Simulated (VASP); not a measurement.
Input of a VASP 6.6.1 run:

The input INCAR:

```
PREC = Accurate
ENCUT = 520
EDIFF = 1E-7
ISMEAR = 0
SIGMA = 0.1
LREAL = F
LASPH = T
NELM = 120
ALGO = Normal
ISIF = 3
LWAVE = F
LCHARG = F
GGA = PE
IBRION = 2
NSW = 60
EDIFFG = -0.005
POTIM = 0.3
KPAR = 4
```

KPOINTS

```
regular mesh
0
Gamma
  6 6 6
```

The input POSCAR:

```
Zr3PdSe4                                
1.0
   -3.3371196279      3.3371196279      3.3371196279
    3.3371196279     -3.3371196279      3.3371196279
    3.3371196279      3.3371196279     -3.3371196279
  Zr              Pd              Se            
     3     1     4
Direct
     0.0000000000000000    0.5000000000000000    0.5000000000000000
     0.5000000000000000    0.0000000000000000    0.5000000000000000
     0.5000000000000000    0.5000000000000000    0.0000000000000000
     0.0000000000000000    0.0000000000000000    0.0000000000000000
     0.5000000000000000    0.5000000000000000    0.5000000000000000
     0.0000000000000000    0.0000000000000000    0.5000000000000000
     0.0000000000000000    0.5000000000000000    0.0000000000000000
     0.5000000000000000    0.0000000000000000    0.0000000000000000
```

Potentials or basis: VASP PAW PBE potentials, release 64 (Zr_sv, Pd, Se).

Command:

```sh
$ cat potpaw_PBE.64/Zr_sv/POTCAR potpaw_PBE.64/Pd/POTCAR potpaw_PBE.64/Se/POTCAR > POTCAR
$ mpirun -np 4 vasp_std > vasp.out
```

(1) Predict the band gap on the k mesh.

Results:

(1) none (metal or under the smearing width).

Caveat: the relaxation stopped at its first step, so nothing moved.
